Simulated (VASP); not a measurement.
**2 units of BaHfO3 (001), HfO2 faces on Al(100): relaxation and electronic structure**

Aim: model 2 units of BaHfO3 (001), HfO2 faces on Al(100) by a slab and find how far its highest filled level lies below the vacuum.

Calculated with VASP 6.6.1; PBEsol; plane waves and PAW (Al, Hf, O, Ba_sv).

This is a report of a sequence of runs, with most program output left out.

## 1. The starting structure

The cell holds 21 atoms: 8 Al, 3 Hf, 8 O and 2 Ba. Its edges and angles: a = 4.170 Å, b = 4.170 Å, c = 34.275 Å, α = 90.0°, β = 90.0°, γ = 90.0°. Vacuum lies along c.

## 2. Surface relaxation

All atoms relax at the fixed cell.

INCAR

```
SYSTEM = Ba2Hf3Al8O8
PREC = Normal
ENCUT = 400
EDIFF = 1E-05
NELM = 120
ISMEAR = -1
SIGMA = 0.1
LREAL = Auto
ALGO = Fast
GGA = PS
NBANDS = 73
LORBIT = 11
LWAVE = .FALSE.
LCHARG = .FALSE.
KPAR = 4
IBRION = 2
NSW = 40
ISIF = 2
EDIFFG = -0.03
POTIM = 0.4
MAXMIX = 40
IDIPOL = 3
LDIPOL = .TRUE.
DIPOL = 0.5 0.5 0.514
```

POSCAR

```
Ba2Hf3Al8O8
1.0
    4.1700000000      0.0000000000      0.0000000000
    0.0000000000      4.1700000000      0.0000000000
    0.0000000000      0.0000000000     34.2747367139
Al Hf O Ba
8 3 8 2
Direct
    0.0000000000      0.5000000000      0.2625840740
    0.5000000000      0.0000000000      0.2625840740
    0.0000000000      0.0000000000      0.3203013830
    0.5000000000      0.5000000000      0.3203013830
    0.0000000000      0.5000000000      0.3780186920
    0.5000000000      0.0000000000      0.3780186920
    0.0000000000      0.0000000000      0.4357360011
    0.5000000000      0.5000000000      0.4357360011
    0.5000000000      0.0000000000      0.4940880175
    0.5000000000      0.0000000000      0.6157519718
    0.5000000000      0.0000000000      0.7374159260
    0.0000000000      0.0000000000      0.4940880175
    0.5000000000      0.5000000000      0.4940880175
    0.5000000000      0.0000000000      0.5549199946
    0.0000000000      0.0000000000      0.6157519718
    0.5000000000      0.5000000000      0.6157519718
    0.5000000000      0.0000000000      0.6765839489
    0.0000000000      0.0000000000      0.7374159260
    0.5000000000      0.5000000000      0.7374159260
    0.0000000000      0.5000000000      0.5549199946
    0.0000000000      0.5000000000      0.6765839489
```

KPOINTS

```
Automatic mesh
0
Gamma
8 8 1
0 0 0
```

PAW data sets: Al, Hf, O and Ba_sv (PBE family, release 64).

On the command line:

```
mpirun -np 4 vasp_std
```

It took 13 min on 4 MPI ranks of Intel Xeon 6975P-C (Granite Rapids), shared host; peak memory 1.9 GiB; 52 min of CPU time.

Harder data sets than Ba_sv exist (the GW ones), and pressures, volumes and forces can shift noticeably with them. The PAW data sets were made with PBE, which is usual practice but a small mismatch for other functionals. The data set Hf keeps the semicore shell frozen, which is cheaper and a little less accurate. The run keeps the 8 symmetry operations of its start, so it cannot find a distortion of lower symmetry.

The steps of the relaxation (22 of 30):

| step | energy less that of the first step (eV) | largest force (eV/Å) |
| --- | --- | --- |
| 1 | 0.0000 | 2.2531 |
| 2 | -0.1144 | 1.2392 |
| 4 | -0.1658 | 0.4944 |
| 5 | -0.1805 | 0.4097 |
| 7 | -0.1918 | 0.2595 |
| 8 | -0.1968 | 0.0964 |
| 9 | -0.1969 | 0.1203 |
| 11 | -0.2003 | 0.2546 |
| 12 | -0.2012 | 0.2101 |
| 13 | -0.2028 | 0.1439 |
| 15 | -0.2037 | 0.0908 |
| 16 | -0.2042 | 0.0946 |
| 18 | -0.2046 | 0.0492 |
| 19 | -0.2049 | 0.0836 |
| 20 | -0.2052 | 0.0418 |
| 22 | -0.2055 | 0.0642 |
| 23 | -0.2059 | 0.0763 |
| 24 | -0.2061 | 0.0465 |
| 26 | -0.2062 | 0.0406 |
| 27 | -0.2065 | 0.0481 |
| 29 | -0.2067 | 0.0737 |
| 30 | -0.2067 | 0.0220 |

The atoms that moved most (Å):

| atom | dx | dy | dz | length |
| --- | --- | --- | --- | --- |
| Hf11 | 0.000 | 0.000 | -0.119 | 0.119 |
| Ba21 | 0.000 | 0.000 | 0.101 | 0.101 |
| Al1 | 0.000 | 0.000 | -0.068 | 0.068 |
| O18 | 0.000 | 0.000 | -0.065 | 0.065 |
| O19 | 0.000 | 0.000 | -0.065 | 0.065 |
| O12 | 0.000 | 0.000 | 0.061 | 0.061 |
| O13 | 0.000 | 0.000 | 0.061 | 0.061 |
| Hf9 | 0.000 | 0.000 | 0.053 | 0.053 |

The relaxed structure:

```xyz
21
Lattice="4.1700 0.0000 0.0000 0.0000 4.1700 0.0000 0.0000 0.0000 34.2747" Properties=species:S:1:pos:R:3
Al    0.0000    2.0850    8.9317
Al    2.0850    0.0000    8.9755
Al    0.0000    0.0000   10.9538
Al    2.0850    2.0850   10.9538
Al    0.0000    2.0850   12.9611
Al    2.0850    0.0000   12.9253
Al    0.0000    0.0000   14.9643
Al    2.0850    2.0850   14.9643
Hf    2.0850    0.0000   16.9877
Hf    2.0850    0.0000   21.1031
Hf    2.0850    0.0000   25.1560
O     0.0000    0.0000   16.9961
O     2.0850    2.0850   16.9961
O     2.0850    0.0000   19.0486
O     0.0000    0.0000   21.1084
O     2.0850    2.0850   21.1084
O     2.0850    0.0000   23.2007
O     0.0000    0.0000   25.2096
O     2.0850    2.0850   25.2096
Ba    0.0000    2.0850   19.0559
Ba    0.0000    2.0850   23.2907
```

This step gave:

```yaml
electronic_cycles: 217
electrons: 104
free_energy_toten: -151.3287 eV
energy_at_zero_smearing: -151.2576 eV
fermi_energy: 1.782 eV
labelled_metallic_from_the_levels_on_this_mesh: yes
dipole_moment: 0, 0, -0.1813 e·Å
```

The run ended after 30 ionic steps, 0.207 eV below its first step, once the forces on the free atoms met EDIFFG = -0.03.

Only the dipole across the slab is computed (IDIPOL = 3); zeros along the plane are no results.

VASP counts the dipole in electrons times Å, so a positive number points the physical dipole along −c.

## 3. Vacuum level and density of states

A static run writes the electrostatic potential without exchange and correlation (LVHAR), which is flat in the vacuum and gives the level to count from. The dipole correction cancels the field that unlike faces would set up across the vacuum.

INCAR

```
SYSTEM = Ba2Hf3Al8O8
PREC = Normal
ENCUT = 400
EDIFF = 1E-06
NELM = 120
ISMEAR = -1
SIGMA = 0.1
LREAL = Auto
ALGO = Fast
GGA = PS
NBANDS = 98
LORBIT = 11
LWAVE = .FALSE.
LCHARG = .TRUE.
IDIPOL = 3
LDIPOL = .TRUE.
DIPOL = 0.5 0.5 0.514
LVHAR = .TRUE.
LVACPOTAV = .TRUE.
LELF = .TRUE.
NEDOS = 1500
```

POSCAR

```
Ba2Hf3Al8O8
1.0
    4.1700000000      0.0000000000      0.0000000000
    0.0000000000      4.1700000000      0.0000000000
    0.0000000000      0.0000000000     34.2747367139
Al Hf O Ba
8 3 8 2
Direct
    0.0000000000      0.5000000000      0.2605899480
    0.5000000000      0.0000000000      0.2618688757
    0.0000000000      0.0000000000      0.3195867393
    0.5000000000      0.5000000000      0.3195867393
    0.0000000000      0.5000000000      0.3781519970
    0.5000000000      0.0000000000      0.3771087027
    0.0000000000      0.0000000000      0.4365988888
    0.5000000000      0.5000000000      0.4365988888
    0.5000000000      0.0000000000      0.4956344471
    0.5000000000      0.0000000000      0.6157033143
    0.5000000000      0.0000000000      0.7339512752
    0.0000000000      0.0000000000      0.4958784867
    0.5000000000      0.5000000000      0.4958784867
    0.5000000000      0.0000000000      0.5557610501
    0.0000000000      0.0000000000      0.6158585352
    0.5000000000      0.5000000000      0.6158585352
    0.5000000000      0.0000000000      0.6769027809
    0.0000000000      0.0000000000      0.7355159418
    0.5000000000      0.5000000000      0.7355159418
    0.0000000000      0.5000000000      0.5559758042
    0.0000000000      0.5000000000      0.6795305544
```

KPOINTS is that of step 2.

On the command line:

```
mpirun -np 4 vasp_std
```

It took 3.2 min on 4 MPI ranks; peak memory 0.92 GiB.

This step gave:

```
electronic cycles                          : 37
Fermi energy                               : 1.783 eV
DOS at the Fermi level                     : 4.262 states/eV/cell
dipole moment                              : 0, 0, -0.1810 e·Å
vacuum levels                              : 4.346, 6.227 eV
work functions of the upper and lower face : 2.563, 4.444 eV
```

The density of states has structure finer than the step of the table below, so its rows give means over 1 eV, whole bins alone (the curve runs from -12.0 to 8.00 eV). Peaks (eV: height): total -5.5: 18.3, -4.0: 17.5, 3.1: 16.4, 5.9: 17.9; Al p 1.7: 0.701, 4.5: 0.904, 5.6: 0.978, 6.9: 1.04; Hf p -5.5: 1.07, -4.1: 0.524, 2.1: 0.229; Hf d -6.5: 2.26, -5.6: 2.30, 3.1: 5.01, 4.8: 2.66; O p -5.5: 8.50, -4.0: 9.24, 3.2: 1.48.

Density of states against energy, zero at the Fermi level; means over each step; values in states/eV/cell:

| energy (eV) | total | Al p | Hf p | Hf d | O p | Ba d |
| --- | --- | --- | --- | --- | --- | --- |
| -11 | 0.0150 | 5.9e-5 | 2.0e-5 | 2.0e-5 | 3.9e-5 | 0 |
| -10 | 0.630 | 0.00866 | 0.00106 | 0.00141 | 0.00274 | 0 |
| -9 | 1.23 | 0.0339 | 0.00510 | 0.00898 | 0.0254 | 9.2e-5 |
| -8 | 2.39 | 0.0727 | 0.0152 | 0.141 | 0.413 | 0.00326 |
| -7 | 8.71 | 0.148 | 0.178 | 1.50 | 3.44 | 0.0394 |
| -6 | 12.5 | 0.185 | 0.522 | 1.90 | 5.57 | 0.127 |
| -5 | 14.0 | 0.246 | 0.613 | 1.38 | 6.41 | 0.183 |
| -4 | 14.8 | 0.312 | 0.437 | 0.470 | 7.74 | 0.140 |
| -3 | 8.05 | 0.326 | 0.115 | 0.100 | 3.60 | 0.0567 |
| -2 | 3.64 | 0.410 | 0.0224 | 0.0519 | 0.299 | 0.00648 |
| -1 | 3.82 | 0.462 | 0.0263 | 0.153 | 0.130 | 0.00652 |
| 0 | 4.61 | 0.543 | 0.0403 | 0.387 | 0.151 | 0.0165 |
| 1 | 6.10 | 0.510 | 0.0409 | 1.56 | 0.228 | 0.103 |
| 2 | 9.80 | 0.590 | 0.176 | 2.85 | 0.522 | 0.352 |
| 3 | 14.6 | 0.625 | 0.110 | 4.46 | 1.23 | 1.38 |
| 4 | 13.3 | 0.699 | 0.0847 | 2.07 | 0.911 | 2.01 |
| 5 | 16.4 | 0.840 | 0.111 | 2.29 | 1.09 | 3.10 |
| 6 | 16.2 | 0.893 | 0.0950 | 2.23 | 0.740 | 3.53 |
| 7 | 9.94 | 0.797 | 0.0949 | 1.44 | 0.409 | 0.496 |

The planar average of the electrostatic potential oscillates, so the rows of the table below give means over windows of 2.04 Å about each position, cut where the curve ends. Its maxima inside the range that stand out by 2 % of the span (Å: eV): 2.2: 4.45, 10.0: -1.91, 11.9: -1.95, 14.0: -1.88, 16.0: -1.91, 18.1: -2.44, 20.1: -2.43, 22.2: -1.73, 24.2: -3.12. Its minima: 9.0: -14.0, 10.9: -14.2, 13.0: -14.2, 15.0: -14.1, 17.0: -11.0, 19.1: -8.24, 21.1: -10.9, 23.3: -8.13, 25.2: -10.3.

Zero at the Fermi level. The planar average of the electrostatic potential by height; means over each step:

| height (Å) | planar average of the electrostatic potential (eV) |
| --- | --- |
| 1.02 | 4.08 |
| 3.06 | 4.45 |
| 5.10 | 4.44 |
| 7.14 | 3.25 |
| 9.18 | -7.11 |
| 11.22 | -7.38 |
| 13.26 | -7.37 |
| 15.30 | -7.31 |
| 17.34 | -6.07 |
| 19.38 | -5.01 |
| 21.42 | -5.86 |
| 23.46 | -5.11 |
| 25.50 | -4.60 |
| 27.54 | 2.45 |
| 29.58 | 2.57 |
| 31.62 | 2.57 |
| 33.66 | 2.57 |

Density of states in the PAW spheres, an atom over height of the layer and energy from the Fermi level.

Ten even steps from '_' (0.00 states/eV) to '@' (1.84 states/eV), each cell a mean:
```
____________..____________
__________________________
__________________________
__________________________
__________________________
__________________________
__________________________
__________________________
________________________::
__________________::::__==
____________..::__====__**
____________::**__++::__++
____________--==__==..__==
____________--==__::::__--
____________--**..==++..==
____________==%%..++@@..--
____________====..==**..::
____________==..__----__--
____________==::__====__::
____________==--__::==____
____________--____________
____________..____________
```
Columns: height of the layer (Å) from 8.9 to 25.2 (not evenly spaced); rows upwards: energy from the Fermi level (eV) from -7.9 to 0.5.

Electrostatic potential energy in the ca plane at fractional y = 0.000, with atoms of Al and Hf and O within 0.2 Å of it. With pseudopotentials it is smooth inside the atoms' cores, unlike the true potential.

Ten even steps from '0' (-61 eV) to '9' (4 eV), each cell a mean:
```
02799999850017861279999999821599999999413899
46899999985468987799999999987899999999878999
89998889998889887789999999887889999998878899
99986457999999866678987898766679977987666789
99972005899998755567841387654578722686545678
99961004899998754457821277644568611476545678
99974126899998765568864688655678844787555689
99998778999999877778999999877789999998777889
78999999987788988899999999988899999999888999
14899999862147974489999999954799999999646999
01699999840016841169999999711399999999212899
```
Columns run along c (16.0 Å, from fractional 0.32 to 0.79 of the cell; values clipped at the 3rd and 97th percentile), rows up along a (4.2 Å). Atoms in or near the plane, at fractional coordinates: Al at (0.38, 0.50), Al at (0.44, 0.00), Hf at (0.50, 0.50), Hf at (0.62, 0.50), Hf at (0.73, 0.50), O at (0.50, 0.00), O at (0.56, 0.50), O at (0.62, 0.00), O at (0.68, 0.50), O at (0.74, 0.00).

ELF in the ca plane at fractional y = 0.000, with atoms of Al and Hf and O within 0.2 Å of it. It is the smooth field of the valence electrons, not physical close to the nuclei.

Ten even steps from '0' (0.00) to '9' (0.82), each cell a mean:
```
34562014653335521135898994000038988962000269
55676457765556665554689962011115899831111137
77776667776666667874245421366411355312465212
56665556765466546763101003899851011016999720
12554335641125433442000016988972000038979950
01453334630014323432000016976983000049958960
34654445653246434652000014999961000027999830
77766666776676567874123212588631133114787411
66676567766566667764478741133213788621232125
44664236754345642235899983000027999951000159
23551003653235520026985895000039967972000279
```
Columns run along c (16.0 Å, from fractional 0.26 to 0.73 of the cell), rows up along a (4.2 Å). Atoms in or near the plane, at fractional coordinates: Al at (0.32, 0.00), Al at (0.38, 0.50), Al at (0.44, 0.00), Hf at (0.50, 0.50), Hf at (0.62, 0.50), O at (0.50, 0.00), O at (0.56, 0.50), O at (0.62, 0.00), O at (0.68, 0.50).

Valence density in the ca plane at fractional y = 0.000, with atoms of Al and Hf and O within 0.2 Å of it. It is the smooth field of the valence electrons, not physical close to the nuclei.

Values in e/Å³, 6 rows by 16 columns, each cell a mean:
```
0.2 2.1 1.7 0.1 0.1 1.5 2.2 0.1 0.1 1.1 2.6 0.1 0.0 0.0 0.0 0.0
0.2 0.3 0.3 0.3 0.3 0.3 0.3 0.3 0.4 0.2 0.3 0.0 0.0 0.0 0.0 0.0
0.2 0.2 0.2 2.6 2.9 0.2 0.2 1.7 3.7 0.2 0.3 0.0 0.0 0.0 0.0 0.0
0.2 0.2 0.2 1.8 2.0 0.2 0.2 1.2 2.6 0.2 0.2 0.0 0.0 0.0 0.0 0.0
0.2 0.5 0.4 0.2 0.2 0.4 0.5 0.1 0.2 0.3 0.6 0.1 0.0 0.0 0.0 0.0
0.2 3.0 2.4 0.1 0.1 2.2 3.2 0.1 0.1 1.6 3.7 0.1 0.0 0.0 0.0 0.0
```
Columns run along c (16.0 Å, from fractional 0.44 to 0.91 of the cell), rows up along a (4.2 Å). Atoms in or near the plane, at fractional coordinates: Hf at (0.50, 0.50), Hf at (0.62, 0.50), Hf at (0.73, 0.50), O at (0.50, 0.00), O at (0.56, 0.50), O at (0.62, 0.00), O at (0.68, 0.50), O at (0.74, 0.00).

The density of states holds every band computed, so its fall toward the upper end of the range is no gap.

The map of layer states is cut here 0.5 eV above the Fermi level, so it leaves out the states above that.

The vacuum level lies 2.56 eV above the Fermi level at the upper face; the two faces differ by 1.88 eV, the step that the slab's dipole of -0.181 e·Å makes.

VASP counts the dipole in electrons times Å, so a positive number points the physical dipole along −c.

The program found no field-free point at its default tolerance, but its printed level agrees with the flat part of the planar average.

On this mesh the fine structure of the density of states is sampling noise, and high empty states may be cut by the number of bands.

## 4. The slab in a field, field -0.1

A field across the slab, with the atoms held, gives the electronic response: the dipole changes linearly with the field, and the energy has a linear term from the slab's own dipole and a quadratic one from its polarisability.

INCAR

```
SYSTEM = Ba2Hf3Al8O8
PREC = Normal
ENCUT = 400
EDIFF = 1E-06
NELM = 120
ISMEAR = -1
SIGMA = 0.1
LREAL = Auto
ALGO = Fast
GGA = PS
NBANDS = 73
LORBIT = 11
LWAVE = .FALSE.
LCHARG = .FALSE.
KPAR = 4
IDIPOL = 3
LDIPOL = .TRUE.
DIPOL = 0.5 0.5 0.514
EFIELD = -0.1
LVHAR = .TRUE.
```

POSCAR is that of step 3.

KPOINTS is that of step 3.

On the command line:

```
mpirun -np 4 vasp_std
```

Wall time 2.3 min (4 MPI ranks); peak memory 1.8 GiB; 9 min of CPU time.

Numbers from this step:

| Property | Result |
| --- | --- |
| electronic cycles | 41 |
| free energy (TOTEN) | -151.3552 eV |
| energy at zero smearing | -151.2842 eV |
| Fermi energy | 1.690 eV |
| dipole moment | 0, 0, -0.3499 e·Å |

The planar average of the electrostatic potential oscillates, so the rows of the table below give means over windows of 2.04 Å about each position, cut where the curve ends. Its maxima inside the range that stand out by 2 % of the span (Å: eV): 6.1: 4.30, 10.0: -1.91, 11.9: -1.95, 14.0: -1.88, 16.0: -1.91, 18.1: -2.41, 20.1: -2.38, 22.2: -1.64, 24.2: -3.00. Its minima: 9.0: -14.0, 10.9: -14.2, 13.0: -14.2, 15.0: -14.1, 17.0: -11.0, 19.1: -8.21, 21.1: -10.9, 23.3: -8.02, 25.2: -10.2.

Zero at the Fermi level. Planar average of the electrostatic potential against height; means over each step:

| height (Å) | planar average of the electrostatic potential (eV) |
| --- | --- |
| 1.02 | 3.79 |
| 3.06 | 4.03 |
| 5.10 | 4.23 |
| 7.14 | 3.21 |
| 9.18 | -7.11 |
| 11.22 | -7.39 |
| 13.26 | -7.37 |
| 15.30 | -7.31 |
| 17.34 | -6.06 |
| 19.38 | -4.97 |
| 21.42 | -5.78 |
| 23.46 | -4.99 |
| 25.50 | -4.45 |
| 27.54 | 2.73 |
| 29.58 | 3.04 |
| 31.62 | 3.25 |
| 33.66 | 3.43 |

Force by atom:

| atom | x (eV/Å) | y (eV/Å) | z (eV/Å) | size |
| --- | --- | --- | --- | --- |
| Al1 | 0.000 | 0.000 | -0.010 | 0.010 |
| Al2 | 0.000 | 0.000 | -0.018 | 0.018 |
| Al3 | 0.000 | 0.000 | -0.007 | 0.007 |
| Al4 | 0.000 | 0.000 | -0.007 | 0.007 |
| Al5 | 0.000 | 0.000 | 0.000 | 0.000 |
| Al6 | 0.000 | 0.000 | -0.003 | 0.003 |
| Al7 | 0.000 | 0.000 | -0.003 | 0.003 |
| Al8 | 0.000 | 0.000 | -0.003 | 0.003 |
| Hf9 | 0.000 | 0.000 | 0.053 | 0.053 |
| Hf10 | 0.000 | 0.000 | 0.101 | 0.101 |
| Hf11 | 0.000 | 0.000 | 0.113 | 0.113 |
| O12 | 0.000 | 0.000 | -0.027 | 0.027 |
| O13 | 0.000 | 0.000 | -0.027 | 0.027 |
| O14 | 0.000 | 0.000 | -0.058 | 0.058 |
| O15 | 0.000 | 0.000 | -0.026 | 0.026 |
| O16 | 0.000 | 0.000 | -0.026 | 0.026 |
| O17 | 0.000 | 0.000 | -0.111 | 0.111 |
| O18 | 0.000 | 0.000 | -0.030 | 0.030 |
| O19 | 0.000 | 0.000 | -0.030 | 0.030 |
| Ba20 | 0.000 | 0.000 | 0.049 | 0.049 |
| Ba21 | 0.000 | 0.000 | 0.070 | 0.070 |

Energy at zero smearing: -151.28425 eV.

## 5. The slab in a field, field 0.1

INCAR, as its differences from that of step 4:

```diff
@@ -18,3 +18,3 @@
 DIPOL = 0.5 0.5 0.514
-EFIELD = -0.1
+EFIELD = 0.1
 LVHAR = .TRUE.
```

POSCAR is that of step 4.

KPOINTS is that of step 4.

On the command line:

```
mpirun -np 4 vasp_std
```

The job ended after 2.3 min (4 MPI ranks; peak memory 1.8 GiB).

This step gave:

| Item | Value |
| --- | --- |
| electronic cycles | 35 |
| free energy (TOTEN) | -151.3190 eV |
| energy at zero smearing | -151.2478 eV |
| Fermi energy | 1.871 eV |
| dipole moment | 0, 0, -0.01151 e·Å |

[end of part 1 of 2]

[Lines on the potential files, build, host, timing and source positions are cut from VASP's logs without a mark.]

[Logs are printed without paths, hosts, clocks, repeated set-up lines and the standing remarks that a program may print on its own settings, such as how far it seeks lower states.]

[Hosts, paths, dates, database ids (printed as entryN), source tags and the programs' standing remarks are cut or masked in the printed files.]

[In band tables of VASP the shares of atoms and orbitals are scaled to a sum of 1 inside the atoms' spheres.]

[Runs that stopped without an error message from VASP are left out.]
